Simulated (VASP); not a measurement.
Energy against volume of BAs (zinc blende). Level of theory: rev-vdW-DF2, VASP's PBE PAW potentials (set 64) (plane waves; VASP).

```csv
V (Å³/atom),E (eV/atom)
13.042,-4.76315
13.459,-4.78099
13.875,-4.78660
14.291,-4.78172
14.707,-4.76786
```

Problem. Fit a third-order Birch-Murnaghan equation of state.

Solution. 
The volume per atom is 13.88 Å³/atom, the bulk modulus is 134 GPa and the pressure derivative of the bulk modulus is 4.14. The lattice constant a is 4.806 Å.

Measured: bulk modulus 142 GPa (computed value off by -5.6 %), as given by PMC11618452 (zinc blende boron arsenide), quoting Tian et al.; a 4.777 Å (computed value off by +0.6 %), as given by M J Lucero et al., Journal of Physics Condensed Matter (2012), arXiv:1111.4515. The calculation is for a static lattice, while the measured bulk modulus, a hold thermal and zero-point effects, which are part of the difference.

The compound is BAs in the zinc blende structure. It was relaxed first.
